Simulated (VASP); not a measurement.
```yaml
crystal:
  lattice:
    - [-3.02503, 3.02503, 5.73298]
    - [3.02503, -3.02503, 5.73298]
    - [3.02503, 3.02503, -5.73298]
  atoms:
    - { symbol: Cd, position: [0.00000, 0.00000, 0.00000] }
    - { symbol: Cd, position: [0.75000, 0.25000, 0.50000] }
    - { symbol: Ge, position: [0.50000, 0.50000, 0.00000] }
    - { symbol: Ge, position: [0.25000, 0.75000, 0.50000] }
    - { symbol: As, position: [0.87500, 0.84823, 0.47323] }
    - { symbol: As, position: [0.15177, 0.62500, 0.02677] }
    - { symbol: As, position: [0.37500, 0.40177, 0.52677] }
    - { symbol: As, position: [0.59823, 0.12500, 0.97323] }
```

All values below come from PBE GGA, VASP's PBE PAW potentials (set 64) (plane waves; VASP). Settings: 400 eV cut-off, 6×6×6 Γ-centred mesh, tetrahedra with Blöchl corrections, potentials Cd Ge_d As.

The cores are frozen, which limits the accuracy of field gradients.

### Question
Give the principal components of the electric field gradient (V/Å²) and the asymmetry η at each nucleus.

### Answer

```json
[
 {"atom": "Cd1", "Vxx": "-18.8", "Vyy": "-18.8", "Vzz": "37.6", "η": "0.00"},
 {"atom": "Cd2", "Vxx": "-18.8", "Vyy": "-18.8", "Vzz": "37.6", "η": "0.00"},
 {"atom": "Ge3", "Vxx": "-1.9", "Vyy": "-1.9", "Vzz": "3.7", "η": "0.01"},
 {"atom": "Ge4", "Vxx": "-1.9", "Vyy": "-1.9", "Vzz": "3.7", "η": "0.01"},
 {"atom": "As5", "Vxx": "132.2", "Vyy": "21.2", "Vzz": "-153.4", "η": "0.72"},
 {"atom": "As6", "Vxx": "132.2", "Vyy": "21.2", "Vzz": "-153.4", "η": "0.72"},
 {"atom": "As7", "Vxx": "132.2", "Vyy": "21.2", "Vzz": "-153.4", "η": "0.72"},
 {"atom": "As8", "Vxx": "132.2", "Vyy": "21.2", "Vzz": "-153.4", "η": "0.72"}
]
```

The compound is CdGeAs2 in the chalcopyrite structure. It was relaxed first, which changed the volume by +6 %.
